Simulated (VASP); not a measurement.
Calculation: PBE GGA with D3 dispersion (Becke-Johnson damping), VASP's PBE PAW potentials (set 64) (plane waves; VASP).

A VASP calculation is set up with these files.

### KPOINTS
```
Automatic mesh
0
Gamma
7 7 4
0 0 0
```

**INCAR**
```
# general
SYSTEM  = PtS2
PREC    = Accurate
ENCUT   = 480   # plane-wave cut-off (eV)
LREAL   = .False.   # projection in real space or not
LASPH   = .True.

# electronic loop
EDIFF   = 1E-6
NELM    = 100
ALGO    = Normal   # blocked Davidson
LMAXMIX = 6   # l cut-off of mixed one-centre charges

# smearing
ISMEAR  = 0
SIGMA   = 0.05   # width (eV)

# functional
GGA     = PE
IVDW    = 12

# ions
IBRION  = 2
NSW     = 60
ISIF    = 3
EDIFFG  = -0.02   # ionic stop

# output
LWAVE   = .False.
LCHARG  = .False.
```

### POSCAR
```
PtS2
1
    3.5793705114    -0.0000000000    -0.0000000000
   -1.7896852557     3.0998258652     0.0000000000
   -0.0000000000    -0.0000000000     4.7199073416
Pt S
1 2
Direct
  0.0000000000   0.0000000000   0.0000000000
  0.3333330000   0.6666670000   0.2545990962
  0.6666670000   0.3333330000   0.7454009038
```

POTCAR, in this order: Pt S (PBE.64 set). Program: vasp_std.

The run wrote:

OUTCAR:
```
 ion  position               nearest neighbor table
   1  0.000  0.000  0.000-   2 2.39   3 2.39   3 2.39   2 2.39   3 2.39   2 2.39
   2  0.333  0.667  0.255-   1 2.39   1 2.39   1 2.39
   3  0.667  0.333  0.745-   1 2.39   1 2.39   1 2.39
  LATTYP: Found a hexagonal cell.
 ALAT       =     3.5793705114
 C/A-ratio  =     1.3186417351
 Subroutine PRICEL returns:
 Original cell was already a primitive cell.
 Subroutine GETGRP returns: Found 12 space group operations
The static configuration has the point symmetry D_3d.
The dynamic configuration has the point symmetry D_3d.
 Subroutine INISYM returns: Found 12 space group operations
 Subroutine IBZKPT returns following result:
 Found     28 irreducible k-points:

 Following reciprocal coordinates:
            Coordinates               Weight
  0.000000  0.000000  0.000000      1.000000
  0.142857  0.000000  0.000000      6.000000
  0.285714  0.000000  0.000000      6.000000
  0.428571  0.000000  0.000000      6.000000
  0.142857  0.142857  0.000000      6.000000
  0.285714  0.142857  0.000000     12.000000
  0.428571  0.142857  0.000000      6.000000
  0.285714  0.285714  0.000000      6.000000
  0.000000  0.000000  0.250000      2.000000
  0.142857  0.000000  0.250000      6.000000
  0.000000  0.142857  0.250000      6.000000
  0.285714  0.000000  0.250000      6.000000
  0.000000  0.285714  0.250000      6.000000
  0.428571  0.000000  0.250000      6.000000
  0.000000  0.428571  0.250000      6.000000
  0.142857  0.142857  0.250000     12.000000
  0.285714  0.142857  0.250000     12.000000
 -0.142857  0.428571  0.250000     12.000000
  0.428571  0.142857  0.250000     12.000000
  0.285714  0.285714  0.250000     12.000000
  0.000000  0.000000  0.500000      1.000000
  0.142857  0.000000  0.500000      6.000000
  0.285714  0.000000  0.500000      6.000000
  0.428571  0.000000  0.500000      6.000000
  0.142857  0.142857  0.500000      6.000000
  0.285714  0.142857  0.500000     12.000000
  0.428571  0.142857  0.500000      6.000000
  0.285714  0.285714  0.500000      6.000000
   k-points           NKPTS =     28   k-points in BZ     NKDIM =     28   number of bands    NBANDS=     15
   number of dos      NEDOS =    301   number of ions     NIONS =      3
   total plane-waves  NPLWV =  28224
   dimension x,y,z NGX =    28 NGY =   28 NGZ =   36
   dimension x,y,z NGXF=    56 NGYF=   56 NGZF=   72
   ions per type =               1   2
   PREC   = accura    normal or accurate (medium, high low for compatibility)
   ISTART =      0    job   : 0-new  1-cont  2-samecut
   ICHARG =      2    charge: 1-file 2-atom 10-const
   ISPIN  =      1    spin polarized calculation?
   LNONCOLLINEAR =      F non collinear calculations
   LSORBIT =      F    spin-orbit coupling
   INIWAV =      1    electr: 0-lowe 1-rand  2-diag
   ENCUT  =  480.0 eV  35.28 Ry    5.94 a.u.   6.39  6.39  8.43*2*pi/ulx,y,z
   NELM   =    100;   NELMIN=  2; NELMDL= -5     # of ELM steps
   EDIFF  = 0.1E-05   stopping-criterion for ELM
   LREAL  =      F    real-space projection
   NLSPLINE    = F    spline interpolate recip. space projectors
   LMAXMIX     =    6 max onsite mixed and CHGCAR
   VOSKOWN=      0    Vosko Wilk Nusair interpolation
   EDIFFG = -.2E-01   stopping-criterion for IOM
   NSW    =     60    number of steps for IOM
   NBLOCK =      1;   KBLOCK =     60    inner block; outer block
   IBRION =      2    ionic relax: 0-MD 1-quasi-New 2-CG
   NFREE  =      1    steps in history (QN), initial steepest desc. (CG)
   ISIF   =      3    stress and relaxation
   ISYM   =      2    0-nonsym 1-usesym 2-fastsym
   TEIN   =    0.0    initial temperature
   TEBEG  =    0.0;   TEEND  =   0.0 temperature during run
...
```

**OSZICAR**
```
...
DAV:   6    -0.153231897076E+02   -0.14964E-05   -0.56522E-07   455   0.707E-03    0.308E-03
DAV:   7    -0.153231901940E+02   -0.48638E-06   -0.14439E-07   434   0.339E-03
   5 F= -.16667066E+02 E0= -.16666903E+02  d E =-.197620E-03
       N       E                     dE             d eps       ncg     rms          rms(c)
DAV:   1    -0.153223553877E+02    0.83432E-03   -0.18170E-03   840   0.348E-01    0.484E-02
DAV:   2    -0.153223174801E+02    0.37908E-04   -0.21236E-04   889   0.159E-01    0.329E-02
DAV:   3    -0.153223110257E+02    0.64543E-05   -0.13736E-05  1057   0.393E-02    0.123E-02
DAV:   4    -0.153223095142E+02    0.15115E-05   -0.11867E-05   847   0.216E-02    0.592E-03
DAV:   5    -0.153223097953E+02   -0.28111E-06   -0.22008E-07   441   0.380E-03
   6 F= -.16667072E+02 E0= -.16666903E+02  d E =-.202831E-03
       N       E                     dE             d eps       ncg     rms          rms(c)
DAV:   1    -0.153218561199E+02    0.45339E-03   -0.17764E-03   840   0.336E-01    0.443E-02
DAV:   2    -0.153218104308E+02    0.45689E-04   -0.20299E-04   903   0.157E-01    0.329E-02
DAV:   3    -0.153218030326E+02    0.73982E-05   -0.17804E-05   980   0.466E-02    0.110E-02
DAV:   4    -0.153218013312E+02    0.17014E-05   -0.11165E-05   910   0.209E-02    0.527E-03
DAV:   5    -0.153218015101E+02   -0.17888E-06   -0.41073E-07   448   0.602E-03
   7 F= -.16667133E+02 E0= -.16666959E+02  d E =-.609391E-04
       N       E                     dE             d eps       ncg     rms          rms(c)
DAV:   1    -0.153207066326E+02    0.10947E-02   -0.15964E-02   840   0.101E+00    0.133E-01
DAV:   2    -0.153202988068E+02    0.40783E-03   -0.18154E-03   903   0.469E-01    0.987E-02
DAV:   3    -0.153202315344E+02    0.67272E-04   -0.16029E-04   973   0.140E-01    0.329E-02
DAV:   4    -0.153202143211E+02    0.17213E-04   -0.10011E-04   896   0.629E-02    0.157E-02
DAV:   5    -0.153202146558E+02   -0.33472E-06   -0.40574E-06  1057   0.179E-02
   8 F= -.16667257E+02 E0= -.16667068E+02  d E =-.185735E-03
       N       E                     dE             d eps       ncg     rms          rms(c)
DAV:   1    -0.153187483872E+02    0.14659E-02   -0.64273E-02   840   0.202E+00    0.267E-01
DAV:   2    -0.153171106660E+02    0.16377E-02   -0.72852E-03   903   0.938E-01    0.199E-01
DAV:   3    -0.153168391530E+02    0.27151E-03   -0.64733E-04   973   0.280E-01    0.661E-02
DAV:   4    -0.153167682187E+02    0.70934E-04   -0.40166E-04   896   0.126E-01    0.317E-02
DAV:   5    -0.153167684179E+02   -0.19919E-06   -0.16214E-05  1099   0.354E-02    0.232E-02
DAV:   6    -0.153167705846E+02   -0.21667E-05   -0.60991E-06   917   0.167E-02    0.586E-03
DAV:   7    -0.153167709921E+02   -0.40751E-06   -0.14046E-06   476   0.859E-03
   9 F= -.16667254E+02 E0= -.16667034E+02  d E =-.182506E-03
       N       E                     dE             d eps       ncg     rms          rms(c)
DAV:   1    -0.153192773887E+02   -0.25068E-02   -0.18952E-02   840   0.110E+00    0.147E-01
DAV:   2    -0.153187953615E+02    0.48203E-03   -0.21826E-03   910   0.515E-01    0.109E-01
DAV:   3    -0.153187126804E+02    0.82681E-04   -0.19299E-04   980   0.154E-01    0.365E-02
DAV:   4    -0.153186901530E+02    0.22527E-04   -0.12164E-04   882   0.691E-02    0.172E-02
DAV:   5    -0.153186890292E+02    0.11239E-05   -0.50190E-06  1071   0.200E-02    0.127E-02
DAV:   6    -0.153186881553E+02    0.87385E-06   -0.18041E-06   645   0.912E-03
  10 F= -.16667299E+02 E0= -.16667096E+02  d E =-.227785E-03
       N       E                     dE             d eps       ncg     rms          rms(c)
DAV:   1    -0.153188243256E+02   -0.13530E-03   -0.15550E-03   847   0.281E-01    0.380E-02
DAV:   2    -0.153188107238E+02    0.13602E-04   -0.59392E-05   952   0.615E-02    0.143E-02
DAV:   3    -0.153188070299E+02    0.36939E-05   -0.89297E-06   987   0.230E-02    0.747E-03
DAV:   4    -0.153188064052E+02    0.62463E-06   -0.16342E-06   506   0.101E-02
  11 F= -.16667345E+02 E0= -.16667133E+02  d E =-.456662E-04
       N       E                     dE             d eps       ncg     rms          rms(c)
DAV:   1    -0.153192692877E+02   -0.46226E-03   -0.13822E-02   847   0.838E-01    0.111E-01
DAV:   2    -0.153191500449E+02    0.11924E-03   -0.53473E-04   959   0.185E-01    0.436E-02
DAV:   3    -0.153191185786E+02    0.31466E-04   -0.79572E-05  1001   0.689E-02    0.233E-02
DAV:   4    -0.153191138320E+02    0.47466E-05   -0.16466E-05  1002   0.307E-02    0.930E-03
DAV:   5    -0.153191134079E+02    0.42406E-06   -0.19068E-06   595   0.145E-02
  12 F= -.16667436E+02 E0= -.16667201E+02  d E =-.136774E-03
       N       E                     dE             d eps       ncg     rms          rms(c)
DAV:   1    -0.153201145494E+02   -0.10007E-02   -0.55330E-02   847   0.168E+00    0.220E-01
DAV:   2    -0.153196449910E+02    0.46956E-03   -0.21338E-03   959   0.368E-01    0.864E-02
DAV:   3    -0.153195211993E+02    0.12379E-03   -0.31797E-04   987   0.137E-01    0.463E-02
DAV:   4    -0.153195032607E+02    0.17939E-04   -0.65182E-05  1009   0.612E-02    0.184E-02
DAV:   5    -0.153195016933E+02    0.15673E-05   -0.79876E-06   931   0.290E-02    0.954E-03
DAV:   6    -0.153195015606E+02    0.13275E-06   -0.17946E-06   491   0.111E-02
  13 F= -.16667401E+02 E0= -.16667127E+02  d E =-.101193E-03
       N       E                     dE             d eps       ncg     rms          rms(c)
DAV:   1    -0.153195154248E+02   -0.13731E-04   -0.18075E-02   847   0.959E-01    0.127E-01
DAV:   2    -0.153193647289E+02    0.15070E-03   -0.69551E-04   952   0.211E-01    0.492E-02
DAV:   3    -0.153193249307E+02    0.39798E-04   -0.10253E-04   966   0.785E-02    0.262E-02
DAV:   4    -0.153193192659E+02    0.56648E-05   -0.21566E-05  1023   0.352E-02    0.104E-02
DAV:   5    -0.153193188046E+02    0.46131E-06   -0.25078E-06   627   0.166E-02
  14 F= -.16667459E+02 E0= -.16667205E+02  d E =-.159719E-03
       N       E                     dE             d eps       ncg     rms          rms(c)
DAV:   1    -0.153189358429E+02    0.38342E-03   -0.12164E-03   840   0.251E-01    0.331E-02
DAV:   2    -0.153189228250E+02    0.13018E-04   -0.98736E-05   882   0.104E-01    0.199E-02
DAV:   3    -0.153189201184E+02    0.27066E-05   -0.54092E-06  1021   0.259E-02    0.758E-03
DAV:   4    -0.153189193470E+02    0.77138E-06   -0.57991E-06   847   0.150E-02
  15 F= -.16667489E+02 E0= -.16667230E+02  d E =-.301826E-04
       N       E                     dE             d eps       ncg     rms          rms(c)
DAV:   1    -0.153178476796E+02    0.10724E-02   -0.10874E-02   840   0.747E-01    0.992E-02
DAV:   2    -0.153177357769E+02    0.11190E-03   -0.88568E-04   889   0.312E-01    0.614E-02
DAV:   3    -0.153177120232E+02    0.23754E-04   -0.47872E-05  1043   0.771E-02    0.242E-02
DAV:   4    -0.153177052918E+02    0.67314E-05   -0.53285E-05   889   0.454E-02    0.122E-02
DAV:   5    -0.153177057051E+02   -0.41328E-06   -0.28023E-06   852   0.122E-02
  16 F= -.16667565E+02 E0= -.16667291E+02  d E =-.106199E-03
       N       E                     dE             d eps       ncg     rms          rms(c)
DAV:   1    -0.153158386862E+02    0.18666E-02   -0.43421E-02   840   0.150E+00    0.199E-01
DAV:   2    -0.153153899168E+02    0.44877E-03   -0.35926E-03   889   0.628E-01    0.123E-01
DAV:   3    -0.153152954530E+02    0.94464E-04   -0.19122E-04  1036   0.154E-01    0.487E-02
DAV:   4    -0.153152687377E+02    0.26715E-04   -0.21248E-04   889   0.902E-02    0.242E-02
DAV:   5    -0.153152693530E+02   -0.61532E-06   -0.11362E-05   938   0.246E-02    0.141E-02
DAV:   6    -0.153152700861E+02   -0.73310E-06   -0.10766E-06   539   0.110E-02
  17 F= -.16667715E+02 E0= -.16667424E+02  d E =-.255879E-03
```

File OUTCAR:
```
------------------------ aborting loop because EDIFF is reached ----------------------------------------
 Edisp (eV)   -1.35244
  FORCE on cell =-STRESS in cart. coord.  units (eV):
  Direction    XX          YY          ZZ          XY          YZ          ZX
  --------------------------------------------------------------------------------------
  Total      -0.03964    -0.03964    -0.03619     0.00000    -0.00000     0.00000
  in kB      -1.22366    -1.22366    -1.11714     0.00000    -0.00000     0.00000
  external pressure =       -1.19 kB  Pullay stress =        0.00 kB
  volume of cell :       51.90
      direct lattice vectors                 reciprocal lattice vectors
     3.581115127 -0.000000000  0.000000000     0.279242628  0.161220803 -0.000000000
    -1.790557563  3.101336746  0.000000000     0.000000000  0.322441606  0.000000000
     0.000000000 -0.000000000  4.672835635    -0.000000000 -0.000000000  0.214002819
 POSITION                                       TOTAL-FORCE (eV/Angst)
 -----------------------------------------------------------------------------------
      0.00000     -0.00000      4.67284        -0.000000      0.000000      0.000000
     -0.00000      2.06756      1.20378         0.000000     -0.000000      0.014331
      1.79056      1.03378      3.46905        -0.000000      0.000000     -0.014331
 -----------------------------------------------------------------------------------
    total drift:                                0.000000      0.000000      0.000000
  FREE ENERGIE OF THE ION-ELECTRON SYSTEM (eV)
  ---------------------------------------------------
  free  energy   TOTEN  =       -16.6677149741 eV

  energy  without entropy=      -16.6671326943  energy(sigma->0) =      -16.66742383

 reached required accuracy - stopping structural energy minimisation
```
(Selected blocks of OUTCAR.)

### CONTCAR
```
PtS2
   1.00000000000000
     3.5811151267088657   -0.0000000000000000    0.0000000000000000
    -1.7905575633544328    3.1013367464819641    0.0000000000000000
     0.0000000000000001   -0.0000000000000001    4.6728356351757832
  Pt              S
     1     2
Direct
     0.0000000000000000    0.0000000000000000    1.0000000000000000
     0.3333330000000032    0.6666669999999968    0.2576130174726001
     0.6666669999999968    0.3333330000000032    0.7423869825273998
```

The compound is PtS2 in the 1T layered structure. This run relaxes it. Symmetry was kept, so distortions that lower it aren't found. The k-mesh is coarse (spacing up to 0.34 per Å, 2π included), so the numbers may not be converged in it. The start is the result of an earlier pass.
